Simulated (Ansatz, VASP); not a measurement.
# Sn: VASP beside Ansatz

Wanted: the spread between two codes on one cell, functional and k mesh. The cell is taken from a series of runs on this material, whose earlier steps may have relaxed, scaled, displaced or heated it; both programs get it as it stands.

Calculated with Ansatz 0.2.0; plane waves, with VASP 6.6.1 beside it; zone-centre phonons at LDA.

### Step 1. Set-up

It takes space group R-3m (No. 166, trigonal). The conventional cell has a = 4.439 Å, b = 4.439 Å, c = 11.422 Å, α = 90.00°, β = 90.00°, γ = 120.00°. Sn has 4 Sn at 2.76 to 2.79 Å nearest.

### Step 2. VASP: zone-centre phonons, LDA

Second derivatives magnify differences that forces hide, and they need a tight electronic threshold.

Lines of VASP's logs that name or quote its potential files are left out, and so is its time.

File INCAR:

```
SYSTEM = Sn
PREC = Accurate
ENCUT = 500
EDIFF = 1E-08
NELM = 120
ISMEAR = 0
SIGMA = 0.015
LREAL = .FALSE.
ALGO = Normal
GGA = CA
NBANDS = 20
LORBIT = 11
LWAVE = .FALSE.
LCHARG = .FALSE.
ISIF = 2
ISYM = 2
IBRION = 8
LASPH = .TRUE.
GGA_COMPAT = .FALSE.
KPAR = 2
```

File POSCAR:

```
Sn
1.0
    0.1054920916      3.2444723196      3.2444723196
    3.2444723196      0.1054920916      3.2444723196
    3.2444723196      3.2444723196      0.1054920916
Sn
2
Direct
    0.5028212275      0.5028212275      0.5028212275
    0.7471787725      0.7471787725      0.7471787725
```

File KPOINTS:

```
Points of the shifted mesh
1728
Reciprocal
 0.0416666667  0.0416666667  0.0416666667 1
 0.0416666667  0.0416666667  0.1250000000 1
 0.0416666667  0.0416666667  0.2083333333 1
 0.0416666667  0.0416666667  0.2916666667 1
 0.0416666667  0.0416666667  0.3750000000 1
 0.0416666667  0.0416666667  0.4583333333 1
 0.0416666667  0.0416666667  0.5416666667 1
 0.0416666667  0.0416666667  0.6250000000 1
 0.0416666667  0.0416666667  0.7083333333 1
 0.0416666667  0.0416666667  0.7916666667 1
 0.0416666667  0.0416666667  0.8750000000 1
 0.0416666667  0.0416666667  0.9583333333 1
 0.0416666667  0.1250000000  0.0416666667 1
 0.0416666667  0.1250000000  0.1250000000 1
 0.0416666667  0.1250000000  0.2083333333 1
 0.0416666667  0.1250000000  0.2916666667 1
 0.0416666667  0.1250000000  0.3750000000 1
 0.0416666667  0.1250000000  0.4583333333 1
 0.0416666667  0.1250000000  0.5416666667 1
 0.0416666667  0.1250000000  0.6250000000 1
 0.0416666667  0.1250000000  0.7083333333 1
 0.0416666667  0.1250000000  0.7916666667 1
 0.0416666667  0.1250000000  0.8750000000 1
 0.0416666667  0.1250000000  0.9583333333 1
 0.0416666667  0.2083333333  0.0416666667 1
 0.0416666667  0.2083333333  0.1250000000 1
 0.0416666667  0.2083333333  0.2083333333 1
 0.0416666667  0.2083333333  0.2916666667 1
 0.0416666667  0.2083333333  0.3750000000 1
 0.0416666667  0.2083333333  0.4583333333 1
 0.0416666667  0.2083333333  0.5416666667 1
 0.0416666667  0.2083333333  0.6250000000 1
 0.0416666667  0.2083333333  0.7083333333 1
 0.0416666667  0.2083333333  0.7916666667 1
 0.0416666667  0.2083333333  0.8750000000 1
 0.0416666667  0.2083333333  0.9583333333 1
 0.0416666667  0.2916666667  0.0416666667 1
 0.0416666667  0.2916666667  0.1250000000 1
 0.0416666667  0.2916666667  0.2083333333 1
 0.0416666667  0.2916666667  0.2916666667 1
 0.0416666667  0.2916666667  0.3750000000 1
 0.0416666667  0.2916666667  0.4583333333 1
 0.0416666667  0.2916666667  0.5416666667 1
 0.0416666667  0.2916666667  0.6250000000 1
 0.0416666667  0.2916666667  0.7083333333 1
 0.0416666667  0.2916666667  0.7916666667 1
 0.0416666667  0.2916666667  0.8750000000 1
 0.0416666667  0.2916666667  0.9583333333 1
 0.0416666667  0.3750000000  0.0416666667 1
 0.0416666667  0.3750000000  0.1250000000 1
 0.0416666667  0.3750000000  0.2083333333 1
 0.0416666667  0.3750000000  0.2916666667 1
 0.0416666667  0.3750000000  0.3750000000 1
 0.0416666667  0.3750000000  0.4583333333 1
 0.0416666667  0.3750000000  0.5416666667 1
 0.0416666667  0.3750000000  0.6250000000 1
 0.0416666667  0.3750000000  0.7083333333 1
 0.0416666667  0.3750000000  0.7916666667 1
 0.0416666667  0.3750000000  0.8750000000 1
 0.0416666667  0.3750000000  0.9583333333 1
 0.0416666667  0.4583333333  0.0416666667 1
 0.0416666667  0.4583333333  0.1250000000 1
 0.0416666667  0.4583333333  0.2083333333 1
 0.0416666667  0.4583333333  0.2916666667 1
 0.0416666667  0.4583333333  0.3750000000 1
 0.0416666667  0.4583333333  0.4583333333 1
 0.0416666667  0.4583333333  0.5416666667 1
 0.0416666667  0.4583333333  0.6250000000 1
 0.0416666667  0.4583333333  0.7083333333 1
 0.0416666667  0.4583333333  0.7916666667 1
 0.0416666667  0.4583333333  0.8750000000 1
 0.0416666667  0.4583333333  0.9583333333 1
 0.0416666667  0.5416666667  0.0416666667 1
 0.0416666667  0.5416666667  0.1250000000 1
 0.0416666667  0.5416666667  0.2083333333 1
 0.0416666667  0.5416666667  0.2916666667 1
 0.0416666667  0.5416666667  0.3750000000 1
 0.0416666667  0.5416666667  0.4583333333 1
 0.0416666667  0.5416666667  0.5416666667 1
 0.0416666667  0.5416666667  0.6250000000 1
 0.0416666667  0.5416666667  0.7083333333 1
 0.0416666667  0.5416666667  0.7916666667 1
 0.0416666667  0.5416666667  0.8750000000 1
 0.0416666667  0.5416666667  0.9583333333 1
 0.0416666667  0.6250000000  0.0416666667 1
 0.0416666667  0.6250000000  0.1250000000 1
 0.0416666667  0.6250000000  0.2083333333 1
 0.0416666667  0.6250000000  0.2916666667 1
 0.0416666667  0.6250000000  0.3750000000 1
 0.0416666667  0.6250000000  0.4583333333 1
 0.0416666667  0.6250000000  0.5416666667 1
 0.0416666667  0.6250000000  0.6250000000 1
 0.0416666667  0.6250000000  0.7083333333 1
 0.0416666667  0.6250000000  0.7916666667 1
 0.0416666667  0.6250000000  0.8750000000 1
 0.0416666667  0.6250000000  0.9583333333 1
 0.0416666667  0.7083333333  0.0416666667 1
 0.0416666667  0.7083333333  0.1250000000 1
 0.0416666667  0.7083333333  0.2083333333 1
 0.0416666667  0.7083333333  0.2916666667 1
 0.0416666667  0.7083333333  0.3750000000 1
 0.0416666667  0.7083333333  0.4583333333 1
 0.0416666667  0.7083333333  0.5416666667 1
 0.0416666667  0.7083333333  0.6250000000 1
 0.0416666667  0.7083333333  0.7083333333 1
 0.0416666667  0.7083333333  0.7916666667 1
 0.0416666667  0.7083333333  0.8750000000 1
 0.0416666667  0.7083333333  0.9583333333 1
 0.0416666667  0.7916666667  0.0416666667 1
 0.0416666667  0.7916666667  0.1250000000 1
 0.0416666667  0.7916666667  0.2083333333 1
 0.0416666667  0.7916666667  0.2916666667 1
[... 1390 lines left out ...]
 0.8750000000  0.4583333333  0.1250000000 1
 0.8750000000  0.4583333333  0.2083333333 1
 0.8750000000  0.4583333333  0.2916666667 1
 0.8750000000  0.4583333333  0.3750000000 1
 0.8750000000  0.4583333333  0.4583333333 1
 0.8750000000  0.4583333333  0.5416666667 1
 0.8750000000  0.4583333333  0.6250000000 1
 0.8750000000  0.4583333333  0.7083333333 1
 0.8750000000  0.4583333333  0.7916666667 1
 0.8750000000  0.4583333333  0.8750000000 1
 0.8750000000  0.4583333333  0.9583333333 1
 0.8750000000  0.5416666667  0.0416666667 1
 0.8750000000  0.5416666667  0.1250000000 1
 0.8750000000  0.5416666667  0.2083333333 1
 0.8750000000  0.5416666667  0.2916666667 1
 0.8750000000  0.5416666667  0.3750000000 1
 0.8750000000  0.5416666667  0.4583333333 1
 0.8750000000  0.5416666667  0.5416666667 1
 0.8750000000  0.5416666667  0.6250000000 1
 0.8750000000  0.5416666667  0.7083333333 1
 0.8750000000  0.5416666667  0.7916666667 1
 0.8750000000  0.5416666667  0.8750000000 1
 0.8750000000  0.5416666667  0.9583333333 1
 0.8750000000  0.6250000000  0.0416666667 1
 0.8750000000  0.6250000000  0.1250000000 1
 0.8750000000  0.6250000000  0.2083333333 1
 0.8750000000  0.6250000000  0.2916666667 1
 0.8750000000  0.6250000000  0.3750000000 1
 0.8750000000  0.6250000000  0.4583333333 1
 0.8750000000  0.6250000000  0.5416666667 1
 0.8750000000  0.6250000000  0.6250000000 1
 0.8750000000  0.6250000000  0.7083333333 1
 0.8750000000  0.6250000000  0.7916666667 1
 0.8750000000  0.6250000000  0.8750000000 1
 0.8750000000  0.6250000000  0.9583333333 1
 0.8750000000  0.7083333333  0.0416666667 1
 0.8750000000  0.7083333333  0.1250000000 1
 0.8750000000  0.7083333333  0.2083333333 1
 0.8750000000  0.7083333333  0.2916666667 1
 0.8750000000  0.7083333333  0.3750000000 1
 0.8750000000  0.7083333333  0.4583333333 1
 0.8750000000  0.7083333333  0.5416666667 1
 0.8750000000  0.7083333333  0.6250000000 1
 0.8750000000  0.7083333333  0.7083333333 1
 0.8750000000  0.7083333333  0.7916666667 1
 0.8750000000  0.7083333333  0.8750000000 1
 0.8750000000  0.7083333333  0.9583333333 1
 0.8750000000  0.7916666667  0.0416666667 1
 0.8750000000  0.7916666667  0.1250000000 1
 0.8750000000  0.7916666667  0.2083333333 1
 0.8750000000  0.7916666667  0.2916666667 1
 0.8750000000  0.7916666667  0.3750000000 1
 0.8750000000  0.7916666667  0.4583333333 1
 0.8750000000  0.7916666667  0.5416666667 1
 0.8750000000  0.7916666667  0.6250000000 1
 0.8750000000  0.7916666667  0.7083333333 1
 0.8750000000  0.7916666667  0.7916666667 1
 0.8750000000  0.7916666667  0.8750000000 1
 0.8750000000  0.7916666667  0.9583333333 1
 0.8750000000  0.8750000000  0.0416666667 1
 0.8750000000  0.8750000000  0.1250000000 1
 0.8750000000  0.8750000000  0.2083333333 1
 0.8750000000  0.8750000000  0.2916666667 1
 0.8750000000  0.8750000000  0.3750000000 1
 0.8750000000  0.8750000000  0.4583333333 1
 0.8750000000  0.8750000000  0.5416666667 1
 0.8750000000  0.8750000000  0.6250000000 1
 0.8750000000  0.8750000000  0.7083333333 1
 0.8750000000  0.8750000000  0.7916666667 1
 0.8750000000  0.8750000000  0.8750000000 1
 0.8750000000  0.8750000000  0.9583333333 1
 0.8750000000  0.9583333333  0.0416666667 1
 0.8750000000  0.9583333333  0.1250000000 1
 0.8750000000  0.9583333333  0.2083333333 1
 0.8750000000  0.9583333333  0.2916666667 1
 0.8750000000  0.9583333333  0.3750000000 1
 0.8750000000  0.9583333333  0.4583333333 1
 0.8750000000  0.9583333333  0.5416666667 1
 0.8750000000  0.9583333333  0.6250000000 1
 0.8750000000  0.9583333333  0.7083333333 1
 0.8750000000  0.9583333333  0.7916666667 1
 0.8750000000  0.9583333333  0.8750000000 1
 0.8750000000  0.9583333333  0.9583333333 1
 0.9583333333  0.0416666667  0.0416666667 1
 0.9583333333  0.0416666667  0.1250000000 1
 0.9583333333  0.0416666667  0.2083333333 1
 0.9583333333  0.0416666667  0.2916666667 1
 0.9583333333  0.0416666667  0.3750000000 1
 0.9583333333  0.0416666667  0.4583333333 1
 0.9583333333  0.0416666667  0.5416666667 1
 0.9583333333  0.0416666667  0.6250000000 1
 0.9583333333  0.0416666667  0.7083333333 1
 0.9583333333  0.0416666667  0.7916666667 1
 0.9583333333  0.0416666667  0.8750000000 1
 0.9583333333  0.0416666667  0.9583333333 1
 0.9583333333  0.1250000000  0.0416666667 1
 0.9583333333  0.1250000000  0.1250000000 1
 0.9583333333  0.1250000000  0.2083333333 1
 0.9583333333  0.1250000000  0.2916666667 1
 0.9583333333  0.1250000000  0.3750000000 1
 0.9583333333  0.1250000000  0.4583333333 1
 0.9583333333  0.1250000000  0.5416666667 1
 0.9583333333  0.1250000000  0.6250000000 1
 0.9583333333  0.1250000000  0.7083333333 1
 0.9583333333  0.1250000000  0.7916666667 1
 0.9583333333  0.1250000000  0.8750000000 1
 0.9583333333  0.1250000000  0.9583333333 1
 0.9583333333  0.2083333333  0.0416666667 1
 0.9583333333  0.2083333333  0.1250000000 1
 0.9583333333  0.2083333333  0.2083333333 1
 0.9583333333  0.2083333333  0.2916666667 1
 0.9583333333  0.2083333333  0.3750000000 1
 0.9583333333  0.2083333333  0.4583333333 1
 0.9583333333  0.2083333333  0.5416666667 1
 0.9583333333  0.2083333333  0.6250000000 1
 0.9583333333  0.2083333333  0.7083333333 1
 0.9583333333  0.2083333333  0.7916666667 1
 0.9583333333  0.2083333333  0.8750000000 1
 0.9583333333  0.2083333333  0.9583333333 1
 0.9583333333  0.2916666667  0.0416666667 1
 0.9583333333  0.2916666667  0.1250000000 1
 0.9583333333  0.2916666667  0.2083333333 1
 0.9583333333  0.2916666667  0.2916666667 1
 0.9583333333  0.2916666667  0.3750000000 1
 0.9583333333  0.2916666667  0.4583333333 1
 0.9583333333  0.2916666667  0.5416666667 1
 0.9583333333  0.2916666667  0.6250000000 1
 0.9583333333  0.2916666667  0.7083333333 1
 0.9583333333  0.2916666667  0.7916666667 1
 0.9583333333  0.2916666667  0.8750000000 1
 0.9583333333  0.2916666667  0.9583333333 1
 0.9583333333  0.3750000000  0.0416666667 1
 0.9583333333  0.3750000000  0.1250000000 1
 0.9583333333  0.3750000000  0.2083333333 1
 0.9583333333  0.3750000000  0.2916666667 1
 0.9583333333  0.3750000000  0.3750000000 1
 0.9583333333  0.3750000000  0.4583333333 1
 0.9583333333  0.3750000000  0.5416666667 1
 0.9583333333  0.3750000000  0.6250000000 1
 0.9583333333  0.3750000000  0.7083333333 1
 0.9583333333  0.3750000000  0.7916666667 1
 0.9583333333  0.3750000000  0.8750000000 1
 0.9583333333  0.3750000000  0.9583333333 1
 0.9583333333  0.4583333333  0.0416666667 1
 0.9583333333  0.4583333333  0.1250000000 1
 0.9583333333  0.4583333333  0.2083333333 1
 0.9583333333  0.4583333333  0.2916666667 1
 0.9583333333  0.4583333333  0.3750000000 1
 0.9583333333  0.4583333333  0.4583333333 1
 0.9583333333  0.4583333333  0.5416666667 1
 0.9583333333  0.4583333333  0.6250000000 1
 0.9583333333  0.4583333333  0.7083333333 1
 0.9583333333  0.4583333333  0.7916666667 1
 0.9583333333  0.4583333333  0.8750000000 1
 0.9583333333  0.4583333333  0.9583333333 1
 0.9583333333  0.5416666667  0.0416666667 1
 0.9583333333  0.5416666667  0.1250000000 1
 0.9583333333  0.5416666667  0.2083333333 1
 0.9583333333  0.5416666667  0.2916666667 1
 0.9583333333  0.5416666667  0.3750000000 1
 0.9583333333  0.5416666667  0.4583333333 1
 0.9583333333  0.5416666667  0.5416666667 1
 0.9583333333  0.5416666667  0.6250000000 1
 0.9583333333  0.5416666667  0.7083333333 1
 0.9583333333  0.5416666667  0.7916666667 1
 0.9583333333  0.5416666667  0.8750000000 1
 0.9583333333  0.5416666667  0.9583333333 1
 0.9583333333  0.6250000000  0.0416666667 1
 0.9583333333  0.6250000000  0.1250000000 1
 0.9583333333  0.6250000000  0.2083333333 1
 0.9583333333  0.6250000000  0.2916666667 1
 0.9583333333  0.6250000000  0.3750000000 1
 0.9583333333  0.6250000000  0.4583333333 1
 0.9583333333  0.6250000000  0.5416666667 1
 0.9583333333  0.6250000000  0.6250000000 1
 0.9583333333  0.6250000000  0.7083333333 1
 0.9583333333  0.6250000000  0.7916666667 1
 0.9583333333  0.6250000000  0.8750000000 1
 0.9583333333  0.6250000000  0.9583333333 1
 0.9583333333  0.7083333333  0.0416666667 1
 0.9583333333  0.7083333333  0.1250000000 1
 0.9583333333  0.7083333333  0.2083333333 1
 0.9583333333  0.7083333333  0.2916666667 1
 0.9583333333  0.7083333333  0.3750000000 1
 0.9583333333  0.7083333333  0.4583333333 1
 0.9583333333  0.7083333333  0.5416666667 1
 0.9583333333  0.7083333333  0.6250000000 1
 0.9583333333  0.7083333333  0.7083333333 1
 0.9583333333  0.7083333333  0.7916666667 1
 0.9583333333  0.7083333333  0.8750000000 1
 0.9583333333  0.7083333333  0.9583333333 1
 0.9583333333  0.7916666667  0.0416666667 1
 0.9583333333  0.7916666667  0.1250000000 1
 0.9583333333  0.7916666667  0.2083333333 1
 0.9583333333  0.7916666667  0.2916666667 1
 0.9583333333  0.7916666667  0.3750000000 1
 0.9583333333  0.7916666667  0.4583333333 1
 0.9583333333  0.7916666667  0.5416666667 1
 0.9583333333  0.7916666667  0.6250000000 1
 0.9583333333  0.7916666667  0.7083333333 1
 0.9583333333  0.7916666667  0.7916666667 1
 0.9583333333  0.7916666667  0.8750000000 1
 0.9583333333  0.7916666667  0.9583333333 1
 0.9583333333  0.8750000000  0.0416666667 1
 0.9583333333  0.8750000000  0.1250000000 1
 0.9583333333  0.8750000000  0.2083333333 1
 0.9583333333  0.8750000000  0.2916666667 1
 0.9583333333  0.8750000000  0.3750000000 1
 0.9583333333  0.8750000000  0.4583333333 1
 0.9583333333  0.8750000000  0.5416666667 1
 0.9583333333  0.8750000000  0.6250000000 1
 0.9583333333  0.8750000000  0.7083333333 1
 0.9583333333  0.8750000000  0.7916666667 1
 0.9583333333  0.8750000000  0.8750000000 1
 0.9583333333  0.8750000000  0.9583333333 1
 0.9583333333  0.9583333333  0.0416666667 1
 0.9583333333  0.9583333333  0.1250000000 1
 0.9583333333  0.9583333333  0.2083333333 1
 0.9583333333  0.9583333333  0.2916666667 1
 0.9583333333  0.9583333333  0.3750000000 1
 0.9583333333  0.9583333333  0.4583333333 1
 0.9583333333  0.9583333333  0.5416666667 1
 0.9583333333  0.9583333333  0.6250000000 1
 0.9583333333  0.9583333333  0.7083333333 1
 0.9583333333  0.9583333333  0.7916666667 1
 0.9583333333  0.9583333333  0.8750000000 1
 0.9583333333  0.9583333333  0.9583333333 1
```

Potentials, in the order of the species: Sn_d (LDA family, release 64).

The run is started by

```
$ mpirun -np 2 vasp_std
```

Numbers of over 12 decimals in the logs are rounded to 6 here.

The log of the run:

```text
[banner, memory and clock lines left out]
running    2 mpi-ranks, on    1 nodes
 distrk:  each k-point on    1 cores,    2 groups
 distr:  one band on    1 cores,    1 groups

 POSCAR found type information on POSCAR Sn
 POSCAR found :  1 types and       2 ions
 LDA part: xc-table for (Slater(with rela. corr.)+CA(PZ))
 , standard interpolation
 POSCAR, INCAR and KPOINTS ok, starting setup
 FFT: planning ... GRIDC
 FFT: planning ... GRID_SOFT
 FFT: planning ... GRID
 WAVECAR not read
 entering main loop
       N       E                     dE             d eps       ncg     rms          rms(c)
DAV:   1     0.223368929236E+03    0.22337E+03   -0.14814E+04 69592   0.204E+03
DAV:   2     0.148116356767E+02   -0.20856E+03   -0.20465E+03 69292   0.445E+02
DAV:   3    -0.827633294221E+01   -0.23088E+02   -0.22940E+02 79056   0.144E+02
DAV:   4    -0.902116295399E+01   -0.74483E+00   -0.74443E+00 78628   0.292E+01
DAV:   5    -0.904683391381E+01   -0.25671E-01   -0.25670E-01 94028   0.530E+00    0.355E+00
DAV:   6    -0.894828657256E+01    0.98547E-01   -0.48600E-02 82688   0.235E+00    0.200E+00
DAV:   7    -0.890127163508E+01    0.47015E-01   -0.74186E-02 74256   0.239E+00    0.157E-01
DAV:   8    -0.890180260236E+01   -0.53097E-03   -0.63779E-03 79800   0.863E-01    0.596E-02
DAV:   9    -0.890188327576E+01   -0.80673E-04   -0.29475E-04 89628   0.123E-01    0.242E-02
DAV:  10    -0.890188680898E+01   -0.35332E-05   -0.22870E-05 80200   0.454E-02    0.443E-03
DAV:  11    -0.890188706256E+01   -0.25358E-06   -0.21755E-06 79520   0.988E-03    0.244E-03
DAV:  12    -0.890188704754E+01    0.15014E-07   -0.42201E-07 96296   0.408E-03    0.711E-04
DAV:  13    -0.890188704510E+01    0.24397E-08   -0.41410E-08 62444   0.155E-03
   1 F= -.89018870E+01 E0= -.89018732E+01  d E =-.277410E-04
 Linear response reoptimize wavefunctions to high precision
DAV:   1    -0.890188704519E+01   -0.82764E-10   -0.60758E-09 66720   0.680E-04
DAV:   2    -0.890188704527E+01   -0.80036E-10   -0.78736E-10 41036   0.296E-04
 Linear response DOF=           1
 Linear response progress:
  Degree of freedom:   1/  1
       N       E                     dE             d eps       ncg     rms          rms(c)
RMM:   1    -0.216194078648E+00   -0.21619E+00    0.63815E-01 86664   0.104E+01
RMM:   2    -0.223075263876E+00   -0.68812E-02   -0.20607E-02121024   0.121E+00    0.724E-02
RMM:   3    -0.223282508736E+00   -0.20724E-03   -0.17215E-03126747   0.336E-01    0.338E-02
RMM:   4    -0.223221348853E+00    0.61160E-04   -0.11951E-04126788   0.102E-01    0.113E-02
RMM:   5    -0.223227573042E+00   -0.62242E-05   -0.16889E-05129872   0.338E-02    0.387E-03
RMM:   6    -0.223230369782E+00   -0.27967E-05   -0.88006E-07127218   0.998E-03    0.183E-03
RMM:   7    -0.223230051253E+00    0.31853E-06   -0.21271E-07127418   0.364E-03    0.352E-04
RMM:   8    -0.223227776670E+00    0.22746E-05   -0.26690E-08131275   0.132E-03    0.256E-04
RMM:   9    -0.223226146405E+00    0.16303E-05   -0.31409E-08132028   0.534E-04    0.437E-05
RMM:  10    -0.223226461538E+00   -0.31513E-06    0.22417E-08136321   0.231E-04    0.363E-05
RMM:  11    -0.223226322637E+00    0.13890E-06    0.34347E-08134113   0.118E-04    0.994E-06
RMM:  12    -0.223226314332E+00    0.83048E-08    0.15877E-08140721   0.674E-05    0.649E-06
 first order change of Fermi-energy  -0.33374E+00
 force on displaced ion       1 direction 1 :  -8.545  -0.039  -0.039
 Linear response finished
```

(Part 1 of 2 ends here.)

[Lines on the potential files, build, host, timing and source positions are cut from VASP's logs without a mark.]

[Logs are printed without paths, hosts, clocks, repeated set-up lines and the standing remarks that a program may print on its own settings, such as how far it seeks lower states.]

[Hosts, paths, dates, database ids (printed as entryN), source tags and the programs' standing remarks are cut or masked in the printed files.]
